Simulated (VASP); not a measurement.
# MnBi2Te4: cell size and functional, part 2 of 2

Which functional gives which lattice for MnBi2Te4? The starting structure is a measured crystal structure from the Crystallography Open Database. The first relaxation on each setting starts from this cell expanded by 3 % in volume.

VASP 6.6.1.

Results so far: PBEsol 30.43 Å³ an atom; LDA 29.47 Å³ an atom.

## 4. Relaxation with PBE

Level of this step: PBE, spin-polarised from a ferromagnetic start (one magnetic atom a cell); plane waves and PAW (Bi_d, Te, Mn_pv) (VASP).

PBE, the usual starting point, adds the gradient of the density. This run starts from the cell of an earlier relaxation, which isn't shown and was stopped at its time limit.

Contents of INCAR:

```
SYSTEM = MnBi2Te4
PREC = Accurate
ENCUT = 450
EDIFF = 1E-06
NELM = 100
ISMEAR = 0
SIGMA = 0.03
LREAL = .FALSE.
ALGO = Normal
GGA = PE
NBANDS = 48
ISPIN = 2
MAGMOM = 0 0 0 0 0 0 4
LASPH = .TRUE.
LMAXMIX = 4
LORBIT = 11
LWAVE = .FALSE.
LCHARG = .FALSE.
KPAR = 8
IBRION = 2
NSW = 50
ISIF = 3
EDIFFG = -0.006
```

Contents of POSCAR:

```
MnBi2Te4
1.0
   -4.3517424527      0.0000000000      0.0000000000
    2.1758712263     -3.7687195147      0.0000000000
    2.1758712263      1.2562398382     14.0547012513
Bi Te Mn
2 4 1
Direct
    0.1583932524      0.5791966262      0.7375898786
    0.8416067476      0.4208033738      0.2624101214
    0.4054037000      0.7027018500      0.1081055501
    0.5945963000      0.2972981500      0.8918944499
    0.7420280136      0.8710140068      0.6130420204
    0.2579719864      0.1289859932      0.3869579796
    0.0000000000      0.0000000000      0.0000000000
```

Contents of KPOINTS:

```
Automatic mesh
0
Gamma
6 6 6
0 0 0
```

Potentials, in the order of the species: Bi_d, Te and Mn_pv (PBE family, release 64).

Run with:

```console
$ mpirun -np 8 vasp_std
```

Output:

```text
[banner, memory and clock lines left out]
running    8 mpi-ranks, on    1 nodes
[...]
[... a notice as in an earlier step ...]

 LDA part: xc-table for (Slater+PW92), standard interpolation
 POSCAR, INCAR and KPOINTS ok, starting setup
[...]
entering main loop
       N       E                     dE             d eps       ncg     rms          rms(c)
DAV:   1     0.601895391529E+03    0.60190E+03   -0.28632E+04  6696   0.120E+03
DAV:   2     0.339795992451E+02   -0.56792E+03   -0.54395E+03  6224   0.340E+02
DAV:   3    -0.287843240523E+02   -0.62764E+02   -0.60506E+02  7704   0.128E+02
DAV:   4    -0.316521431257E+02   -0.28678E+01   -0.28533E+01  7184   0.286E+01
[...]
DAV:  17    -0.306557742833E+02   -0.28872E-04   -0.26303E-05  6936   0.248E-02    0.188E-02
DAV:  18    -0.306557778459E+02   -0.35626E-05   -0.62990E-06  6776   0.117E-02    0.116E-02
DAV:  19    -0.306557781559E+02   -0.30999E-06   -0.49651E-07  4272   0.405E-03
   1 F= -.30655778E+02 E0= -.30655778E+02  d E =-.306558E+02  mag=     5.0003
[...]
7 F= -.30655921E+02 E0= -.30655921E+02  d E =-.171023E-04  mag=     5.0000
   8 F= -.30655966E+02 E0= -.30655966E+02  d E =-.622660E-04  mag=     5.0000
   9 F= -.30656031E+02 E0= -.30656031E+02  d E =-.127710E-03  mag=     5.0000
  10 F= -.30656070E+02 E0= -.30656070E+02  d E =-.166301E-03  mag=     5.0000
  11 F= -.30656089E+02 E0= -.30656089E+02  d E =-.190674E-04  mag=     5.0000
  12 F= -.30656136E+02 E0= -.30656136E+02  d E =-.664359E-04  mag=     5.0000
  13 F= -.30656195E+02 E0= -.30656195E+02  d E =-.125434E-03  mag=     5.0000
  14 F= -.30656206E+02 E0= -.30656206E+02  d E =-.136144E-03  mag=     5.0000
  15 F= -.30656221E+02 E0= -.30656221E+02  d E =-.151423E-03  mag=     5.0000
  16 F= -.30656257E+02 E0= -.30656257E+02  d E =-.358007E-04  mag=     5.0000
  17 F= -.30656332E+02 E0= -.30656332E+02  d E =-.110473E-03  mag=     5.0000
  18 F= -.30656344E+02 E0= -.30656344E+02  d E =-.122420E-03  mag=     5.0000
  19 F= -.30656362E+02 E0= -.30656362E+02  d E =-.140369E-03  mag=     5.0000
  20 F= -.30656394E+02 E0= -.30656394E+02  d E =-.326923E-04  mag=     5.0000
 trial-energy change:   -0.000033  1 .order   -0.000044   -0.000077   -0.000012
 step:   0.9256(harm=  0.9256)  dis= 0.00212  next Energy=   -30.656407 (dE=-0.455E-04)
 reached required accuracy - stopping structural energy minimisation
```

Wall time 9.5 min (8 MPI ranks of Intel Xeon 6975P-C (Granite Rapids), shared host); peak memory 5.5 GiB; 66 min of CPU time.

OUTCAR, selected parts (step 4):

```text
  Total        0.0144087      0.0144087      0.0234993      0.0000000     -0.0000000     -0.0000000
  in kB        0.0996857      0.0996857      0.1625777      0.0000000     -0.0000000     -0.0000000
  external PRESSURE =       0.1206497 kB  Pullay stress =       0.0000000 kB

 POSITION                                       TOTAL-FORCE (eV/Angst)
 -----------------------------------------------------------------------------------
      2.17456     -1.25548     10.45105         0.000000      0.000000     -0.003421
     -2.17456     -1.25548      3.68640        -0.000000     -0.000000      0.003421
      0.00000     -2.51096      1.51957         0.000000      0.000000     -0.005237
     -0.00000     -0.00000     12.61788        -0.000000     -0.000000      0.005237
     -0.00000     -2.51096      8.70088        -0.000000     -0.000000      0.002415
     -0.00000     -0.00000      5.43657         0.000000      0.000000     -0.002415
     -0.00000     -0.00000      0.00000         0.000000      0.000000      0.000000
 -----------------------------------------------------------------------------------
    total drift:                               -0.000000     -0.000000     -0.000000

  FREE ENERGIE OF THE ION-ELECTRON SYSTEM (eV)
  ---------------------------------------------------
  free  energy   TOTEN  =       -30.6563942861 eV

  energy  without entropy=      -30.6563942861  energy(sigma->0) =      -30.65639429

 magnetization (x)
# of ion       s       p       d       tot
------------------------------------------
    1        0.005   0.029   0.003   0.037
    2        0.005   0.029   0.003   0.037
    3        0.012   0.010   0.006   0.029
    4        0.012   0.010   0.006   0.029
    5        0.002   0.045   0.001   0.048
    6        0.002   0.045   0.001   0.048
    7        0.044   0.031   4.142   4.218
--------------------------------------------------
tot          0.084   0.201   4.161   4.446

[... 2 parts as in an earlier step ...]

[... 2 further parts left out ...]
[key lines of the parts left out:]
E-fermi :   5.7573
```

Logs of long relaxations may skip ionic steps without a mark.

With PBE the relaxed cell holds 33.083 Å³ an atom, +4.41 % against the measured cell, with a = 4.349 Å and c = 42.412 Å. That is +8.73 % from PBEsol.

## 5. Relaxation with PBEsol + D3(BJ)

D3 with Becke-Johnson damping keeps a finite attraction at short range. This run starts from the cell of an earlier relaxation, which isn't shown; the restart sets up the plane waves anew.

Changes to INCAR since step 4:

```diff
@@ -9,3 +9,4 @@
 ALGO = Normal
-GGA = PE
+GGA = PS
+IVDW = 12
 NBANDS = 48
```

Contents of POSCAR:

```
MnBi2Te4
1.0
   -4.2031578213      0.0000000000      0.0000000000
    2.1015789106     -3.6400414494      0.0000000000
    2.1015789106      1.2133471498     13.1728389623
Bi Te Mn
2 4 1
Direct
    0.1525261680      0.5762630840      0.7287892520
    0.8474738320      0.4237369160      0.2712107480
    0.4073746204      0.7036873102      0.1110619306
    0.5926253796      0.2963126898      0.8889380694
    0.7290545037      0.8645272518      0.5935817555
    0.2709454963      0.1354727482      0.4064182445
    0.0000000000      0.0000000000      0.0000000000
```

KPOINTS is that of step 4.

Run with:

```console
$ mpirun -np 8 vasp_std
```

Output:

```text
[banner, memory and clock lines left out]
running    8 mpi-ranks, on    1 nodes
[...]
[... a notice as in an earlier step ...]

 [... a notice as in an earlier step ...]

 LDA part: xc-table for (Slater+PW92), standard interpolation
 POSCAR, INCAR and KPOINTS ok, starting setup
[...]
entering main loop
       N       E                     dE             d eps       ncg     rms          rms(c)
DAV:   1     0.626287506014E+03    0.62629E+03   -0.28720E+04  6640   0.124E+03
DAV:   2     0.360426481703E+02   -0.59024E+03   -0.56549E+03  6216   0.359E+02
DAV:   3    -0.310248976468E+02   -0.67068E+02   -0.64151E+02  7488   0.134E+02
DAV:   4    -0.342758744521E+02   -0.32510E+01   -0.32240E+01  7232   0.303E+01
[...]
DAV:  18    -0.332909286887E+02    0.54646E-06   -0.34709E-05  7088   0.244E-02    0.178E-02
DAV:  19    -0.332909297914E+02   -0.11027E-05   -0.43402E-06  6480   0.112E-02    0.723E-03
DAV:  20    -0.332909300168E+02   -0.22542E-06   -0.11078E-06  4648   0.406E-03
[...]
DAV:   4    -0.332881110753E+02    0.26294E-04   -0.10046E-04  7624   0.742E-02    0.242E-02
DAV:   5    -0.332881063316E+02    0.47437E-05   -0.33957E-05  7672   0.523E-02    0.109E-02
DAV:   6    -0.332881067626E+02   -0.43099E-06   -0.23743E-06  5432   0.781E-03
   2 F= -.36597959E+02 E0= -.36597817E+02  d E =0.445688E-05  mag=     4.9915
 trial-energy change:    0.000004  1 .order   -0.000007   -0.000038    0.000024
 step:   0.3586(harm=  0.6097)  dis= 0.00008  next Energy=   -36.597969 (dE=-0.623E-05)
[...]
N       E                     dE             d eps       ncg     rms          rms(c)
DAV:   1    -0.332901334031E+02   -0.20271E-02   -0.47770E-03  7024   0.604E-01    0.121E-01
DAV:   2    -0.332900173429E+02    0.11606E-03   -0.94346E-04  6840   0.331E-01    0.133E-01
DAV:   3    -0.332899401057E+02    0.77237E-04   -0.16414E-04  6936   0.137E-01    0.233E-02
DAV:   4    -0.332899291387E+02    0.10967E-04   -0.41819E-05  7760   0.502E-02    0.163E-02
DAV:   5    -0.332899258129E+02    0.33258E-05   -0.14760E-05  7336   0.351E-02    0.674E-03
DAV:   6    -0.332899254866E+02    0.32622E-06   -0.95799E-07  3960   0.516E-03
   3 F= -.36597969E+02 E0= -.36597830E+02  d E =-.615885E-05  mag=     4.9915
[...]
reached required accuracy - stopping structural energy minimisation
```

It took 94 s on 8 MPI ranks; peak memory 5 GiB; 12 min of CPU time.

Parts of OUTCAR (step 5):

```text
 Edisp (eV)   -3.30985

 Edisp (eV)   -3.30804

  Total       0.00030     0.00030     0.01265     0.00000    -0.00000    -0.00000
  in kB       0.00239     0.00239     0.10061     0.00000    -0.00000    -0.00000
  external pressure =        0.04 kB  Pullay stress =        0.00 kB

 POSITION                                       TOTAL-FORCE (eV/Angst)
 -----------------------------------------------------------------------------------
      2.10135     -1.21321      9.59937         0.000000      0.000000     -0.002673
     -2.10135     -1.21321      3.57240        -0.000000     -0.000000      0.002673
     -0.00000     -2.42643      1.46285         0.000000     -0.000000     -0.001721
     -0.00000      0.00000     11.70892        -0.000000      0.000000      0.001721
     -0.00000     -2.42643      7.81855         0.000000      0.000000     -0.000881
      0.00000     -0.00000      5.35322        -0.000000     -0.000000      0.000881
      2.10135      1.21321     13.17177         0.000000      0.000000     -0.000000
 -----------------------------------------------------------------------------------
    total drift:                                0.000000     -0.000000      0.000000

  FREE ENERGIE OF THE ION-ELECTRON SYSTEM (eV)
  ---------------------------------------------------
  free  energy   TOTEN  =       -36.5979693290 eV

  energy  without entropy=      -36.5976902287  energy(sigma->0) =      -36.59782978

 magnetization (x)
# of ion       s       p       d       tot
------------------------------------------
    1        0.006   0.048   0.003   0.058
    2        0.006   0.048   0.003   0.058
    3        0.014   0.014   0.009   0.037
    4        0.014   0.014   0.009   0.037
    5        0.004   0.045   0.002   0.051
    6        0.004   0.045   0.002   0.051
    7        0.044   0.037   4.018   4.098
--------------------------------------------------
tot          0.092   0.251   4.047   4.390

[... 2 parts as in an earlier step ...]

[... 2 further parts left out ...]
[key lines of the parts left out:]
E-fermi :   7.4634
```

With PBEsol + D3(BJ) the relaxed cell holds 28.783 Å³ an atom, -9.16 % against the measured cell, with a = 4.203 Å and c = 39.515 Å. That is -5.40 % from PBEsol.

## 6. Relaxation with r2SCAN

r2SCAN adds the kinetic-energy density, costs more than a GGA and is run with LASPH. This run starts from the cell of an earlier relaxation, which isn't shown and was stopped at its time limit.

Changes to INCAR since step 5:

```diff
@@ -9,4 +9,4 @@
 ALGO = Normal
-GGA = PS
-IVDW = 12
+METAGGA = R2SCAN
+LASPH = .TRUE.
 NBANDS = 48
@@ -14,3 +14,2 @@
 MAGMOM = 0 0 0 0 0 0 4
-LASPH = .TRUE.
 LMAXMIX = 4
```

Contents of POSCAR:

```
MnBi2Te4
1.0
   -4.3385218860      0.0000000000      0.0000000000
    2.1692609429     -3.7572701681      0.0000000000
    2.1692609429      1.2524233894     14.1044532716
Bi Te Mn
2 4 1
Direct
    0.1585537697      0.5792768848      0.7378306545
    0.8414462303      0.4207231152      0.2621693455
    0.4069722242      0.7034861121      0.1104583363
    0.5930277758      0.2965138879      0.8895416637
    0.7434577230      0.8717288615      0.6151865845
    0.2565422770      0.1282711385      0.3848134155
    0.0000000000      0.0000000000      0.0000000000
```

KPOINTS is that of step 5.

Run with:

```console
$ mpirun -np 8 vasp_std
```

Output:

```text
[banner, memory and clock lines left out]
running    8 mpi-ranks, on    1 nodes
[...]
[... a notice as in an earlier step ...]

 [... a notice as in an earlier step ...]

 LDA part: xc-table for (None), standard interpolation
 POSCAR, INCAR and KPOINTS ok, starting setup
[...]
entering main loop
       N       E                     dE             d eps       ncg     rms          rms(c)
DAV:   1     0.410633669950E+03    0.41063E+03   -0.29209E+04  6680   0.123E+03
DAV:   2    -0.181736235175E+03   -0.59237E+03   -0.56852E+03  6288   0.353E+02
DAV:   3    -0.246406866260E+03   -0.64671E+02   -0.62584E+02  7640   0.133E+02
DAV:   4    -0.249329155437E+03   -0.29223E+01   -0.29087E+01  7312   0.297E+01
[...]
DAV:  18    -0.235882176395E+03   -0.30202E-05   -0.18175E-06  5632   0.592E-03    0.426E-03
DAV:  19    -0.235882177540E+03   -0.11450E-05   -0.67256E-07  4472   0.377E-03    0.159E-03
DAV:  20    -0.235882177558E+03   -0.18196E-07   -0.14766E-07  3608   0.165E-03
[...]
8 F= -.23588255E+03 E0= -.23588255E+03  d E =-.134804E-03  mag=     5.0000
   9 F= -.23588256E+03 E0= -.23588256E+03  d E =-.136207E-03  mag=     5.0000
  10 F= -.23588256E+03 E0= -.23588256E+03  d E =-.136260E-03  mag=     5.0000
  11 F= -.23588259E+03 E0= -.23588259E+03  d E =-.317123E-04  mag=     5.0000
  12 F= -.23588266E+03 E0= -.23588266E+03  d E =-.108597E-03  mag=     5.0000
  13 F= -.23588273E+03 E0= -.23588273E+03  d E =-.175273E-03  mag=     5.0000
  14 F= -.23588275E+03 E0= -.23588275E+03  d E =-.164188E-04  mag=     5.0000
  15 F= -.23588279E+03 E0= -.23588279E+03  d E =-.540465E-04  mag=     5.0000
  16 F= -.23588283E+03 E0= -.23588283E+03  d E =-.102289E-03  mag=     5.0000
  17 F= -.23588282E+03 E0= -.23588282E+03  d E =-.846923E-04  mag=     5.0000
  18 F= -.23588284E+03 E0= -.23588284E+03  d E =-.111809E-03  mag=     5.0000
  19 F= -.23588288E+03 E0= -.23588288E+03  d E =-.389315E-04  mag=     5.0000
  20 F= -.23588298E+03 E0= -.23588298E+03  d E =-.136361E-03  mag=     5.0000
  21 F= -.23588309E+03 E0= -.23588309E+03  d E =-.249766E-03  mag=     5.0000
  22 F= -.23588300E+03 E0= -.23588300E+03  d E =-.161096E-03  mag=     5.0000
  23 F= -.23588312E+03 E0= -.23588312E+03  d E =-.272993E-03  mag=     5.0000
[...]
reached required accuracy - stopping structural energy minimisation
```

The job ended after 25 min (8 MPI ranks; peak memory 5.7 GiB; 3.3 h of CPU time).

From OUTCAR (step 6):

```text
  Total       -0.0262324     -0.0262324      0.0002781     -0.0000000      0.0000000     -0.0000000
  in kB       -0.1817761     -0.1817761      0.0019270     -0.0000000      0.0000000     -0.0000000
  external PRESSURE =      -0.1205418 kB  Pullay stress =       0.0000000 kB

 POSITION                                       TOTAL-FORCE (eV/Angst)
 -----------------------------------------------------------------------------------
      2.16978     -1.25272     10.48001         0.000000     -0.000000     -0.004503
     -2.16978     -1.25272      3.69723        -0.000000      0.000000      0.004503
     -0.00000     -2.50544      1.55063        -0.000000      0.000000      0.005352
     -0.00000      0.00000     12.62661         0.000000     -0.000000     -0.005352
     -0.00000     -2.50544      8.75136        -0.000000      0.000000      0.001237
     -0.00000      0.00000      5.42589         0.000000     -0.000000     -0.001237
     -0.00000      0.00000      0.00000        -0.000000      0.000000     -0.000000
 -----------------------------------------------------------------------------------
    total drift:                               -0.000000      0.000000     -0.000000

  FREE ENERGIE OF THE ION-ELECTRON SYSTEM (eV)
  ---------------------------------------------------
  free  energy   TOTEN  =      -235.8831162805 eV

  energy  without entropy=     -235.8831162805  energy(sigma->0) =     -235.88311628

 magnetization (x)
# of ion       s       p       d       tot
------------------------------------------
    1        0.004   0.022   0.002   0.028
    2        0.004   0.022   0.002   0.028
    3        0.013  -0.006   0.005   0.011
    4        0.013  -0.006   0.005   0.011
    5        0.003   0.039   0.001   0.043
    6        0.003   0.039   0.001   0.043
    7        0.048   0.030   4.316   4.394
--------------------------------------------------
tot          0.087   0.140   4.331   4.558

[... 2 parts as in an earlier step ...]

[... 2 further parts left out ...]
[key lines of the parts left out:]
E-fermi :   5.5092
```

With r2SCAN the relaxed cell holds 33.030 Å³ an atom, +4.24 % against the measured cell, with a = 4.340 Å and c = 42.532 Å. That is +8.56 % from PBEsol.

## 7. The runs compared

```
          level  volume (Å³/atom)  against the measured cell (%)   a (Å)    c (Å)  pressure left (GPa)  core minutes
         PBEsol            30.427                          -3.97  4.2764   40.345                 0.01          96.0
            LDA            29.467                           -7.0  4.2323  39.8922                -0.02         131.0
            PBE            33.083                           4.41  4.3491  42.4124                 0.01         277.0
PBEsol + D3(BJ)            28.783                          -9.16  4.2027  39.5153                  0.0         177.0
         r2SCAN             33.03                           4.24  4.3396  42.5317                -0.01         402.0
```

Core minutes are wall time times ranks, summed over the relaxations behind a row (those for a bulk modulus apart), on shared hosts.

## 8. What came out

```yaml
volume_pbesol: 30.43 Å³/atom
volume_lda: 29.47 Å³/atom
volume_pbe: 33.08 Å³/atom
volume_pbesol_d3_bj: 28.78 Å³/atom
volume_r2scan: 33.03 Å³/atom
```

Across 5 levels the volume of MnBi2Te4 spans 14.9 %, from 28.78 Å³ an atom (PBEsol + D3(BJ)) to 33.08 Å³ (PBE). Against the measured volume of the starting structure, PBEsol comes nearest (-4.0 %) and PBEsol + D3(BJ) lies farthest (-9.2 %). The measured cell holds zero-point expansion and, unless it was taken cold, thermal expansion, which the runs lack, so small differences decide nothing. Adding D3(BJ) to PBEsol changes the volume by -5.4 %. Spin-orbit coupling is left out of all runs, which can matter with elements this heavy. The bonds form layers, and levels without a dispersion term can match their spacing only by luck. The largest site moment differs between levels, from 4.03 to 4.39 μB, which bears on the volume too. All runs keep the symmetry of the start, so they can't find a distortion of lower symmetry. Further runs on this material are not shown.

[Lines on the potential files, build, host, timing and source positions are cut from VASP's logs without a mark.]

[Logs are printed without paths, hosts, clocks, repeated set-up lines and the standing remarks that a program may print on its own settings, such as how far it seeks lower states.]

[Hosts, paths, dates, database ids (printed as entryN), source tags and the programs' standing remarks are cut or masked in the printed files.]
